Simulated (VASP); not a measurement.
Given:

```
CELL_PARAMETERS angstrom
      1.27317    -2.20520     0.00000
      1.27317     2.20520     0.00000
      0.00000     0.00000     4.21165
ATOMIC_POSITIONS crystal
  B  0.66667 0.33333 0.48835
  B  0.33333 0.66667 0.00022
  N  0.66667 0.33333 0.87478
  N  0.33333 0.66667 0.37478
```

The numbers are results of r2SCAN meta-GGA, VASP's PBE PAW potentials (set 64) (plane waves; VASP), not measurements. Run with 600 eV cut-off, 10×10×6 Γ-centred mesh, Gaussian smearing of 0.050 eV, potentials B N.

Problem. What does the run give for the energy per atom (σ→0), largest force?

Solution. 
```json
{
  "energy per atom (σ→0)": "-9.557 eV/atom",
  "largest_force": "1.651 eV/Å"
}
```

The compound is BN in the wurtzite structure, a metastable high-pressure form. This cell was strained or had an atom moved on purpose.
